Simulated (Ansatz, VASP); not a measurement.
# Cross-check of Ti (Titanium) between VASP and Ansatz, part 2 of 2

One calculation is typed for both programs; each brings its own data sets. How far apart do they land? The cell is taken from a series of runs on this material, whose earlier steps may have relaxed, scaled, displaced or heated it; both programs get it as it stands.

VASP 6.6.1 and Ansatz 0.2.0.

So far: The starting structure; VASP: zone-centre phonons, PBEsol.

## Step 3: Ansatz: zone-centre phonons, PBEsol

Level of this step: Ansatz beside VASP: Kohn-Sham DFT, plane waves, PBEsol (Ansatz).

Ansatz runs on its PAW soft_1 files.

The same cell, functional, mesh and smearing now go to Ansatz, which takes its cutoff from its data sets.

input.yaml reads:

```yaml
crystal:
  lattice:
    - [2.8904222269, 0.0, 0.0]
    - [-1.4452111134, 2.5031790761, 0.0]
    - [0.0, 0.0, 4.5744034969]
  atoms:
    - { symbol: Ti, position: [0.3333333333, 0.6666666667, 0.25] }
    - { symbol: Ti, position: [0.6666666667, 0.3333333333, 0.75] }
kpoints:
  mp_grid: { grid: [18, 18, 12] }
hamiltonian:
  xc: pbesol
  pseudopotentials: { kind: paw, azcp: { folder: soft_1 }, xc_functional: pbe }
scf:
  occupations: { method: methfessel_paxton, width: 0.2 }
output:
  eigenvalues: true
phonons:
  method: dfpt
```

Run with:

```sh
> ansatz run input.yaml --threads 4 --pin off --max-ram 10240MiB --backend cpu --events-out ev --progress --plain --runs-dir out
```

Numbers of over 12 decimals in the logs are rounded to 6 here.

The log of the run:

```text
zone centre: on kpoints.mp_grid the ground state, and the responses unless they are solved on pairs of k-points, stand on 637 of the mesh's 3888 k-points, reduced under 4 symmetry operations, with k and −k counted as one. Each operation leaves every solved displacement unchanged or reverses it
Engine: ansatz 0.2.0, x86_64-unknown-linux-gnu
Pseudopotentials: kind: paw
Pseudopotential: Ti, paw, valence charge 12, recommended cutoff 420 eV (normal), soft_1/Ti.paw.azcp
Functional definition: PBEsol
  exchange = pbesol_x
  correlation = pbesol_c
Crystal: 2 atoms, lattice volume = 33.097 Å³
Basis set: ecut = 420 eV, 627 PW (Γ), exchange–correlation on 40×40×64 points (8 copies of the dense FFT grid, shifted against one another)
Bands: 16, of which v1, the nominal top of the filled ones, is band 12 counted from 1 (11 counted from 0)
Symmetry: 24 space group operations
k-points: 637 of 3888 (irreducible under 4 space group operations, time reversal used)
Non-local potential: Ti, projectors of the file, l = 0: 3, l = 1: 2, l = 2: 3, l = 3: 1
PAW form: soft (Blöchl's): semilocal exchange-correlation on the pseudo side does not see the compensation charge
PAW frozen core: Ti, regenerated for the run's functional, and the local potential with it (the file was generated under x = pbe(κ = 0.804, μ = 0.219515), c = pbe(β = 0.066725))
PAW one-centre angular grid: Ti, 590 points (default); XC on 64 Gauss nodes
Initial density: superposition of atomic densities (chi_scale 0.1, normalization cell)
Initial wavefunctions: pseudopotential atomic-orbital guess
Functional: x = pbesol(κ = 0.804, μ = 0.123457), c = pbesol(β = 0.046)
SCF iter   1: F=—  HF=-4948.264980 eV  |F-HF|=—  |Δ(HF+E_count)|=         —  Δρ=6.44e-2  dr2=1.39e0  ethr=3.10e-3  ⟨swp⟩=4.3  Hψ=89306  notcnv=0
automatic band count: the SCF goes on with 20 bands, as 16 were too few: they end inside the smearing window of the response
preconditioner: auto → none  [metal: Δε(μ)=0.012 eV  Ē_g=4.767 eV  σ=0.200 eV  W_gap=0.05  n_scr=8 (ndim 8)  ℏωp=18.3 eV  f_vac=0.000  D(μ)=1.55/eV (n_scr^D=22)  sad-step TF]
SCF iter   2: F=—  HF=-4947.952896 eV  |F-HF|=—  |Δ(HF+E_count)|=   3.12e-1  S|Δr|=    0.00e0  Δρ=3.68e-2  dr2=4.79e-1  ethr=3.10e-3  ⟨swp⟩=2.0  Hψ=21454  notcnv=0  defer=881
SCF iter   3: F=—  HF=-4947.797472 eV  |F-HF|=—  |Δ(HF+E_count)|=   1.55e-1  S|Δr|=    0.00e0  Δρ=1.48e-3  dr2=3.58e-4  ethr=2.00e-3  ⟨swp⟩=2.9  Hψ=22327  notcnv=0  defer=881
SCF iter   4: F=—  HF=-4947.797505 eV  |F-HF|=—  |Δ(HF+E_count)|=   3.36e-5  S|Δr|=    0.00e0  Δρ=1.05e-4  dr2=2.29e-6  ethr=1.49e-6  ⟨swp⟩=2.5  Hψ=22605  notcnv=0  defer=843
SCF iter   5: F=—  HF=-4947.797511 eV  |F-HF|=—  |Δ(HF+E_count)|=   6.28e-6  S|Δr|=    0.00e0  Δρ=5.72e-5  dr2=8.14e-7  ethr=9.55e-9  ⟨swp⟩=2.0  Hψ=20419  notcnv=0  defer=843
SCF iter   6: F=—  HF=-4947.797511 eV  |F-HF|=—  |Δ(HF+E_count)|=   2.27e-7  S|Δr|=    0.00e0  Δρ=9.14e-6  dr2=1.48e-8  ethr=3.39e-9  ⟨swp⟩=3.0  Hψ=19955  notcnv=0  defer=843
SCF iter   7: F=—  HF=-4947.797511 eV  |F-HF|=—  |Δ(HF+E_count)|=   6.50e-9  S|Δr|=    0.00e0  Δρ=8.85e-7  dr2=1.72e-10  ethr=6.17e-11  ⟨swp⟩=3.0  Hψ=20159  notcnv=0  defer=843
SCF iter   8: F=-4947.797511 eV  HF=-4947.797511 eV  |F-HF|=1.82e-12  |Δ(HF+E_count)|=  8.09e-11  S|Δr|=    0.00e0  Δρ=4.32e-8  dr2=2.50e-13  ethr=1.00e-12  ⟨swp⟩=8.9  Hψ=50311  notcnv=0
SCF 1 converged in 8 iterations: F = -4947.797511 eV  dr2 = 2.50e-13
  greatest PAW one-centre occupation: 0.999 electrons in one spin orbital (limit 2), on the Ti atom at site 1 (counted from 0), in its partial waves of l = 0
DFPT response loops at Γ: preconditioner auto → Kerker (q_TF=auto, 2.586 Å⁻¹) (partly filled bands, converged f_vac=0.000); β = 1.00, the filter's whole step (`scf.mixing.beta` (0.50) is not read by the response loops under this deck's `scf.mixing.preconditioner`; to damp them name `kerker` or `kerker_dos`, under which they read `scf.mixing.beta`, and type it under 1.00, their step now; both keys bind the ground state too); Broyden in place of MSR1
SCF converged after 8 iterations
Stability not checked: this state was not tested for a lower state beside it, because cold or Methfessel-Paxton smearing, or corrected tetrahedra, fill the levels in a way that the test cannot read (fill_not_monotonic; see scf.lower_state_search)
Free energy (F): -4947.797511 eV
Harris-Foulkes:  -4947.797511 eV  (|F-HF|=1.82e-12)
Internal energy: -4947.802108 eV  (E = F + TS)
E sigma→0 (E₀):  -4947.798660 eV
Entropy (-TS):   0.004597 eV (2.299 meV/atom)
Fermi energy:    13.947552 eV
--- Per-component energies (eV) ---
  E_band       = -298.113321
  E_kinetic    = 564.136327
  E_local      = -1693.353245  (includes V_loc(G=0)·N_el)
  E_nonlocal   = 123.928404
  E_hartree    = 672.877074
  E_xc         = -231.052381
  E_vxc        = -290.707265  (∫ρ·V_xc dr)
  E_paw        = -2034.874213  (= ΣΔE_a)
  E_vpaw       = -347.871550  (= ΣTr[D̂ρ^β])
  E_aug_tail   = -0.000159  (compensation charges beyond the density's cutoff)
  E_ewald      = -2349.742685
  E_core_change = 0.278769  (= ΣΔE_core)
  E_smearing   = 0.004597  (= −TS)
  E_closure    = -0.000000  (closes the sum)
  Σ components = -4947.797511   (vs F -4947.797511, Δ=0.00e0)
--- Band table (eV; the first three rows and the last of 637) ---
  k-point 0: bands = [... 8 lower, 7.6443, 11.1234, 14.7344, 14.7344, 14.8481, 14.8714, 15.2760, 15.2760, ... 4 higher]
  k-point 1: bands = [... 8 lower, 7.7059, 11.1007, 14.7005, 14.7005, 14.7342, 14.8361, 15.2401, 15.2401, ... 4 higher]
  k-point 2: bands = [... 8 lower, 7.8881, 11.0170, 14.4582, 14.6308, 14.6308, 14.7343, 15.1428, 15.1428, ... 4 higher]
  k-point 636: bands = [... 8 lower, 11.8428, 11.8428, 13.3460, 13.3460, 13.8395, 13.8395, 15.5757, 15.5757, ... 4 higher]
--- Phonons (Γ-DFPT): 2 representative perturbations + reference, on 637 of 3888 k-points (Σ response iterations 6) ---
  k mesh reduced under 4 symmetry operations, with k and −k counted as one. Each operation leaves every solved displacement unchanged or reverses it
  ASR residual: 1.253e-5 → 0.000e0 eV/Å²; symmetrization residual: 4.054e-10 eV/Å²
  ASR residual per site (eV/Å²): 1.25e-5 1.25e-5
  Γ frequencies (cm⁻¹): 0.00 0.00 0.00 127.00 127.00 198.44
  non-analytic LO–TO correction: not included (Born effective charges unavailable; polar crystals: no LO–TO splitting at Γ)
```

## Step 4: Side by side

Known differences besides the potentials themselves: the cutoff is 420 eV in Ansatz and 500 eV in VASP; Ansatz makes its cores anew for this functional, VASP keeps those of its PBE data sets. Total energies have different zeros and are not compared.

Compared:

```tsv
quantity	Ansatz	VASP	difference
optical mode 1 to 2 (cm⁻¹)	127.0	127.2	-0.13 %
optical mode 3 (cm⁻¹)	198.4	199.3	-0.43 %
```

Modes are paired by rising frequency, not by their patterns, so a pair may set unlike modes beside each other; they are those without the splitting of longitudinal modes.

## Step 5: Outcome

* r.m.s. difference of the optical zone-centre modes, each program's sorted by frequency (zone-centre phonons, PBEsol): 0.51 cm⁻¹

What this shows: The r.m.s. difference of the optical zone-centre modes, each program's sorted by frequency is 0.51 cm⁻¹ (zone-centre phonons, PBEsol). How closely two codes agree says nothing of how well the functional describes the real material.

[Lines on the potential files, build, host, timing and source positions are cut from VASP's logs without a mark.]

[Logs are printed without paths, hosts, clocks, repeated set-up lines and the standing remarks that a program may print on its own settings, such as how far it seeks lower states.]

[Hosts, paths, dates, database ids (printed as entryN), source tags and the programs' standing remarks are cut or masked in the printed files.]
